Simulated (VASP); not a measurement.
# KSrCl3 in VASP: how settings move the PBE single point

The PBE single point of KSrCl3 (cubic perovskite), under -2.5 % equal strain in all directions is repeated with altered inputs. Which of them can be trusted? This is a trial cell built on a prototype, not taken from a measured structure, and it needn't be the compound's ground state.

Code: VASP 6.6.1. PAW datasets, plane waves. Simulation only: spin-unpolarised, and no claim that this is the phase found in nature.

## (1) The cell

The cell comes from an earlier relaxation with r2SCAN in another program.

The symmetry is Pm-3m (No. 221, cubic); a = 5.495 Å in the conventional setting, 33.19 Å³ an atom. K has 12 Cl at 3.89 Å; Sr has 6 Cl at 2.75 Å; Cl has 2 Sr at 2.75 Å and 4 K at 3.89 Å.

As a file:

```xyz
5
Lattice="5.4953 0.0000 0.0000 0.0000 5.4953 0.0000 0.0000 0.0000 5.4953" Properties=species:S:1:pos:R:3 pbc="T T T"
K     0.0000    0.0000    0.0000
Sr    2.7476    2.7476    2.7476
Cl    2.7476    2.7476    0.0000
Cl    2.7476    0.0000    2.7476
Cl    0.0000    2.7476    2.7476
```

## (2) Reference

Input file INCAR:

```
ENCUT = 520.000000
SIGMA = 0.020000
EDIFF = 1.00e-07
GGA = PE
PREC = Accurate
IBRION = -1
ISIF = 2
ISMEAR = -1
NBANDS = 28
NELM = 120
NSW = 0
LASPH = .TRUE.
LCHARG = .FALSE.
LWAVE = .FALSE.
LREAL = .FALSE.
```

Input file KPOINTS:

```
KPOINTS created by Atomic Simulation Environment
0
Gamma
4 4 4
0 0 0
```

Input file POSCAR:

```
K  Sr Cl
 1.0000000000000000
     5.4952951357000002    0.0000000000000000    0.0000000000000000
     0.0000000000000000    5.4952951357000002    0.0000000000000000
     0.0000000000000000    0.0000000000000000    5.4952951357000002
 K   Sr  Cl
   1   1   3
Cartesian
  0.0000000000000000  0.0000000000000000  0.0000000000000000
  2.7476475678500001  2.7476475678500001  2.7476475678500001
  2.7476475678500001  2.7476475678500001  0.0000000000000000
  2.7476475678500001  0.0000000000000000  2.7476475678500001
  0.0000000000000000  2.7476475678500001  2.7476475678500001
```

A file KPOINTS_OPT adds named points for the levels; it doesn't enter the self-consistent loop.

Potentials: the recommended PBE PAW datasets, 40 valence electrons.

Command:

```sh
$ mpirun -np 1 vasp_std
```

## (3) Try 1

Changes to INCAR since step 2:

```diff
@@ -2,3 +2,2 @@
 SIGMA = 0.020000
-EDIFF = 1.00e-07
 GGA = PE
@@ -15 +14,2 @@
 LREAL = .FALSE.
+EDIFF = 1e-08
```

KPOINTS is that of step 2.

POSCAR is that of step 2.

## (4) Try 2

Changes to INCAR since step 2:

```diff
@@ -9,3 +9,2 @@
 NBANDS = 28
-NELM = 120
 NSW = 0
@@ -15 +14,4 @@
 LREAL = .FALSE.
+IVDW = 21
+LMAXMIX = 4
+NELM = 58
```

KPOINTS is that of step 2.

POSCAR is that of step 2.

## (5) Try 3

Changes to INCAR since step 2:

```diff
@@ -8,4 +8,2 @@
 ISMEAR = -1
-NBANDS = 28
-NELM = 120
 NSW = 0
@@ -15 +13,3 @@
 LREAL = .FALSE.
+NBANDS = 22
+NELM = 57
```

KPOINTS is that of step 2.

POSCAR is that of step 2.

What does the calculation give? Wanted: for each run, changed; ending; energy change; pressure; electronic steps; usable.

As calculated:

| run | changed | ending | energy change (meV/atom) | pressure (GPa) | gap on the mesh (eV; negative: overlap) | electronic steps | time | usable |
| --- | --- | --- | --- | --- | --- | --- | --- | --- |
| ref. | – | converged | 0 | 2.6 | 4.63 | 15 | 1.7 min | yes |
| 1 | EDIFF = 1e-08 | converged | 0.0 | 2.6 | 4.63 | 17 | 84 s | yes |
| 2 | IVDW = 21, LMAXMIX = 4, NELM = 58 | converged | – | 2.0 | 4.63 | 15 | 2.8 min | yes |
| 3 | NBANDS = 22, NELM = 57 | converged | 0.0 | 2.6 | 4.63 | 16 | 62 s | yes |

**Reading.** Of 3 altered inputs, 3 gave usable results.
